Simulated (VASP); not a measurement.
Calculation: RPBE GGA, VASP's PBE PAW potentials (set 64) (plane waves; VASP 6.6.1).

VASP input:

**POSCAR**
```
CdSe
7.2572570
  0.3071218554  -0.5319506216   0.0000000000
  0.3071218554   0.5319506216   0.0000000000
  0.0000000000   0.0000000000   1.0000000584
Cd Se
2 2
Cart
  0.3071218554  -0.1773172285   0.5001107212
  0.3071218554   0.1773172285   0.0001106920
  0.3071218554  -0.1773172285   0.8758893591
  0.3071218554   0.1773172285   0.3758893299
```

KPOINTS:
```
Regular mesh
0
gamma
  7 7 4
```

**INCAR**
```
SYSTEM  =  CdSe
PREC  =  Accurate; ENCUT  =  520; LREAL  =  .False.
LASPH  =  .True.
EDIFF  =  1E-7; NELM  =  100; ALGO  =  Normal
LMAXMIX  =  4
ISMEAR  =  -5
GGA  =  RP
ISIF  =  2
LWAVE  =  .False.; LCHARG  =  .True.; LORBIT  =  11
NEDOS  =  601
LEFG  =  .True.
```

POTCAR, in this order: Cd Se (PBE.64 set). Program: vasp_std.

Output of the run:

File OUTCAR:
```
 ion  position               nearest neighbor table
   1  0.667  0.333  0.500-   4 2.73   4 2.73   4 2.73   3 2.73
   2  0.333  0.667  0.000-   3 2.73   3 2.73   3 2.73   4 2.73
   3  0.667  0.333  0.876-   2 2.73   2 2.73   2 2.73   1 2.73
   4  0.333  0.667  0.376-   1 2.73   1 2.73   1 2.73   2 2.73
  LATTYP: Found a hexagonal cell.
 ALAT       =     4.4577242429
 C/A-ratio  =     1.6280184749
 Subroutine PRICEL returns:
 Original cell was already a primitive cell.
 Subroutine GETGRP returns: Found 12 space group operations
The static configuration has the point symmetry C_3v.
 The point group associated with its full space group is C_6v.
The dynamic configuration has the point symmetry C_3v.
 Subroutine INISYM returns: Found 12 space group operations
 Subroutine IBZKPT returns following result:
 Found     24 irreducible k-points:

 Following reciprocal coordinates:
            Coordinates               Weight
  0.000000  0.000000  0.000000      1.000000
  0.142857  0.000000  0.000000      6.000000
  0.285714 -0.000000  0.000000      6.000000
  0.428571  0.000000  0.000000      6.000000
  0.142857  0.142857  0.000000      6.000000
...
```

OSZICAR:
```
       N       E                     dE             d eps       ncg     rms          rms(c)
DAV:   1     0.244613718948E+03    0.24461E+03   -0.17046E+04  1056   0.145E+03
DAV:   2     0.335757857036E+01   -0.24126E+03   -0.23694E+03  1188   0.344E+02
DAV:   3    -0.103868214480E+02   -0.13744E+02   -0.13696E+02  1266   0.815E+01
DAV:   4    -0.105184735896E+02   -0.13165E+00   -0.13160E+00  1188   0.788E+00
DAV:   5    -0.105196840612E+02   -0.12105E-02   -0.12104E-02  1272   0.696E-01    0.774E+00
DAV:   6    -0.977078610034E+01    0.74890E+00   -0.16744E+00  1202   0.114E+01    0.614E+00
DAV:   7    -0.974732235791E+01    0.23464E-01   -0.55648E-01  1182   0.407E+00    0.248E+00
DAV:   8    -0.975279138985E+01   -0.54690E-02   -0.49449E-02  1146   0.239E+00    0.373E-01
DAV:   9    -0.975419146542E+01   -0.14001E-02   -0.82463E-03  1236   0.103E+00    0.105E-01
DAV:  10    -0.975481570075E+01   -0.62424E-03   -0.12990E-03  1140   0.377E-01    0.908E-02
DAV:  11    -0.975512582619E+01   -0.31013E-03   -0.75723E-04  1128   0.162E-01    0.282E-02
DAV:  12    -0.975510063220E+01    0.25194E-04   -0.82619E-05  1240   0.943E-02    0.865E-03
DAV:  13    -0.975511240803E+01   -0.11776E-04   -0.46782E-05  1104   0.349E-02    0.125E-02
DAV:  14    -0.975511171420E+01    0.69383E-06   -0.17407E-06  1296   0.696E-03    0.691E-03
DAV:  15    -0.975511205059E+01   -0.33639E-06   -0.28192E-07  1126   0.288E-03    0.330E-03
DAV:  16    -0.975511242071E+01   -0.37012E-06   -0.27315E-07   936   0.269E-03    0.605E-04
DAV:  17    -0.975511239416E+01    0.26554E-07   -0.10773E-08   708   0.828E-04
   1 F= -.97551124E+01 E0= -.97551124E+01  d E =0.000000E+00
```

### OUTCAR
```
------------------------ aborting loop because EDIFF is reached ----------------------------------------
  FORCE on cell =-STRESS in cart. coord.  units (eV):
  Direction    XX          YY          ZZ          XY          YZ          ZX
  --------------------------------------------------------------------------------------
  Total       -0.0532708     -0.0532708      0.0732488      0.0000000      0.0000000      0.0000000
  in kB       -0.6833931     -0.6833931      0.9396834      0.0000000      0.0000000      0.0000000
  external PRESSURE =      -0.1423676 kB  Pullay stress =       0.0000000 kB
  volume of cell :      124.89
      direct lattice vectors                 reciprocal lattice vectors
     2.228862235 -3.860502372  0.000000000     0.224329702 -0.129516822  0.000000000
     2.228862235  3.860502372  0.000000000     0.224329702  0.129516822  0.000000000
     0.000000000  0.000000000  7.257257424     0.000000000  0.000000000  0.137793100
  FREE ENERGIE OF THE ION-ELECTRON SYSTEM (eV)
  ---------------------------------------------------
  free  energy   TOTEN  =        -9.7551123942 eV

  energy  without entropy=       -9.7551123942  energy(sigma->0) =       -9.75511239

 total charge

# of ion       s       p       d       tot
------------------------------------------
    1        0.424   0.257   9.561  10.243
    2        0.424   0.257   9.561  10.243
    3        1.444   2.367   0.016   3.826
    4        1.444   2.367   0.016   3.826
--------------------------------------------------
tot          3.735   5.248  19.154  28.138

 Electric field gradients after diagonalization (V/A^2)
 (convention: |V_zz| > |V_xx| > |V_yy|)
----------------------------------------------------------------------
 ion       V_xx      V_yy      V_zz     asymmetry (V_yy - V_xx)/ V_zz
----------------------------------------------------------------------
   1      -0.379    -0.376     0.755       0.004
   2      -0.379    -0.376     0.755       0.004
   3      -0.486    -0.485     0.971       0.001
   4      -0.486    -0.485     0.971       0.001
```
(Selected blocks of OUTCAR.)

OUTCAR:
```
 val. band max:        0.2997620332   @ k =   0.0000   0.0000   0.0000

 cond. band min:       0.9073932794   @ k =   0.0000   0.0000   0.0000


 Fermi energy:         0.3350456709

 k-point     1 :       0.0000    0.0000    0.0000
  band No.  band energies     occupation
      1     -11.7192      2.00000
      2     -11.4313      2.00000
      3      -7.3486      2.00000
      4      -7.3423      2.00000
      5      -7.3423      2.00000
      6      -7.2922      2.00000
      7      -7.2922      2.00000
      8      -7.1038      2.00000
      9      -7.1038      2.00000
     10      -7.0591      2.00000
     11      -7.0591      2.00000
     12      -6.8477      2.00000
     13      -3.4564      2.00000
     14      -0.3257      2.00000
     15      -0.3256      2.00000
     16       0.2707      2.00000
     17       0.2997      2.00000
     18       0.2998      2.00000
     19       0.9074      0.00000
     20       2.5048      0.00000
     21       6.2182      0.00000
     22       6.2183      0.00000

 k-point     2 :       0.1429    0.0000    0.0000
  band No.  band energies     occupation
      1     -11.6721      2.00000
      2     -11.4101      2.00000
      3      -7.3343      2.00000
      4      -7.3264      2.00000
      5      -7.2997      2.00000
      6      -7.2707      2.00000
      7      -7.2702      2.00000
      8      -7.1109      2.00000
      9      -7.1033      2.00000
     10      -7.0710      2.00000
     11      -7.0560      2.00000
     12      -6.8210      2.00000
     13      -3.3606      2.00000
     14      -1.0193      2.00000
     15      -0.7650      2.00000
     16      -0.5227      2.00000
     17       0.1482      2.00000
     18       0.1832      2.00000
     19       1.9556      0.00000
     20       3.1937      0.00000
     21       5.7561      0.00000
     22       6.4666      0.00000

 k-point     3 :       0.2857   -0.0000    0.0000
  band No.  band energies     occupation
      1     -11.5598      2.00000
...
```

The compound is CdSe in the wurtzite structure. It was relaxed first, which changed the volume by +11 %.
